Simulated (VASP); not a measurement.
Computed with LDA (Ceperley-Alder, Perdew-Zunger), VASP's LDA PAW potentials (set 64) (plane waves; VASP).

VASP ran on this input.

**POSCAR**
```
Rh
1
    0.0000000000     1.8759907924     1.8759907924
    1.8759907924    -0.0000000000     1.8759907924
    1.8759907924     1.8759907924     0.0000000000
Rh
1
Direct
  0.0000000000   0.0000000000   0.0000000000
```

**INCAR**
```
ALGO = Normal
EDIFF = 1E-7
ENCUT = 400
ICHARG = 11
ISMEAR = 0
LASPH = .TRUE.
LCHARG = .FALSE.
LMAXMIX = 4
LORBIT = 11
LREAL = .FALSE.
LWAVE = .FALSE.
NELM = 100
PREC = Accurate
SIGMA = 0.05
SYSTEM = Rh
```

**KPOINTS**
```
k-points along high-symmetry lines
15
Line-mode
Reciprocal
  0.000000   0.000000   0.000000 ! GAMMA
  0.500000   0.000000   0.500000 ! X

  0.500000   0.000000   0.500000 ! X
  0.625000   0.250000   0.625000 ! U

  0.375000   0.375000   0.750000 ! K
  0.000000   0.000000   0.000000 ! GAMMA

  0.000000   0.000000   0.000000 ! GAMMA
  0.500000   0.500000   0.500000 ! L

  0.500000   0.500000   0.500000 ! L
  0.500000   0.250000   0.750000 ! W

  0.500000   0.250000   0.750000 ! W
  0.500000   0.000000   0.500000 ! X
```

POTCAR, in this order: Rh_pv (LDA.64 set). Program: vasp_std. Read from the step before: CHGCAR.

The resulting files:

OUTCAR:
```
 ion  position               nearest neighbor table
   1  0.000  0.000  0.000-
  LATTYP: Found a face centered cubic cell.
 ALAT       =     3.7519815848
 Subroutine PRICEL returns:
 Original cell was already a primitive cell.
 Subroutine GETGRP returns: Found 48 space group operations
The static configuration has the point symmetry O_h .
The dynamic configuration has the point symmetry O_h .
 Subroutine INISYM returns: Found 48 space group operations
   k-points           NKPTS =     90   k-points in BZ     NKDIM =     90   number of bands    NBANDS=     11
   number of dos      NEDOS =    301   number of ions     NIONS =      1
   total plane-waves  NPLWV =   5832
   dimension x,y,z NGX =    18 NGY =   18 NGZ =   18
   dimension x,y,z NGXF=    36 NGYF=   36 NGZF=   36
   ions per type =               1
   PREC   = accura    normal or accurate (medium, high low for compatibility)
   ISTART =      0    job   : 0-new  1-cont  2-samecut
   ICHARG =     11    charge: 1-file 2-atom 10-const
   ISPIN  =      1    spin polarized calculation?
   LNONCOLLINEAR =      F non collinear calculations
   LSORBIT =      F    spin-orbit coupling
   INIWAV =      1    electr: 0-lowe 1-rand  2-diag
   ENCUT  =  400.0 eV  29.40 Ry    5.42 a.u.   4.33  4.33  4.33*2*pi/ulx,y,z
   NELM   =    100;   NELMIN=  2; NELMDL= -5     # of ELM steps
...
```

OSZICAR:
```
       N       E                     dE             d eps       ncg     rms          rms(c)
DAV:   1     0.953770936805E+02    0.95377E+02   -0.82938E+03  2026   0.122E+03
DAV:   2    -0.754190827511E+01   -0.10292E+03   -0.98429E+02  2031   0.346E+02
DAV:   3    -0.873839349975E+01   -0.11965E+01   -0.11925E+01  2274   0.428E+01
DAV:   4    -0.874551613246E+01   -0.71226E-02   -0.71206E-02  2295   0.334E+00
DAV:   5    -0.874562440450E+01   -0.10827E-03   -0.10827E-03  2322   0.356E-01
DAV:   6    -0.874562697727E+01   -0.25728E-05   -0.25731E-05  2423   0.451E-02
DAV:   7    -0.874562704827E+01   -0.70998E-07   -0.70947E-07  1959   0.543E-03
   1 F= -.87456270E+01 E0= -.87438937E+01  d E =-.346675E-02
```

File OUTCAR:
```
 val. band max:       12.8720250372   @ k =   0.5000   0.3571   0.6429

 cond. band min:      12.8807434075   @ k =   0.5000   0.3750   0.6250



 k-point     1 :       0.0000    0.0000    0.0000
  band No.  band energies     occupation
      1     -33.7641      2.00000
      2     -33.7641      2.00000
      3     -33.7641      2.00000
      4       4.1422      2.00000
      5       9.1618      2.00000
      6       9.1618      2.00000
      7       9.1618      2.00000
      8      11.4277      2.00000
      9      11.4277      2.00000
     10      28.3812      0.00000
     11      32.7224      0.00000

 k-point     2 :       0.0357    0.0000    0.0357
  band No.  band energies     occupation
      1     -33.7750      2.00000
      2     -33.7681      2.00000
      3     -33.7681      2.00000
      4       4.2143      2.00000
      5       9.1118      2.00000
      6       9.1994      2.00000
      7       9.1994      2.00000
      8      11.3738      2.00000
      9      11.4462      2.00000
     10      28.4921      0.00000
     11      32.7221      0.00000

 k-point     3 :       0.0714    0.0000    0.0714
  band No.  band energies     occupation
      1     -33.8068      2.00000
      2     -33.7798      2.00000
      3     -33.7798      2.00000
      4       4.4270      2.00000
      5       8.9670      2.00000
      6       9.3117      2.00000
      7       9.3117      2.00000
      8      11.2189      2.00000
      9      11.5010      2.00000
     10      28.8175      0.00000
     11      32.7221      0.00000

 k-point     4 :       0.1071    0.0000    0.1071
  band No.  band energies     occupation
      1     -33.8574      2.00000
      2     -33.7983      2.00000
      3     -33.7983      2.00000
      4       4.7685      2.00000
      5       8.7415      2.00000
      6       9.4974      2.00000
      7       9.4974      2.00000
      8      10.9828      2.00000
      9      11.5904      2.00000
     10      29.3369      0.00000
...
```

The density is held fixed in this step, so its total energy and stress have no physical meaning.

The compound is Rh in the fcc structure. It was relaxed first.
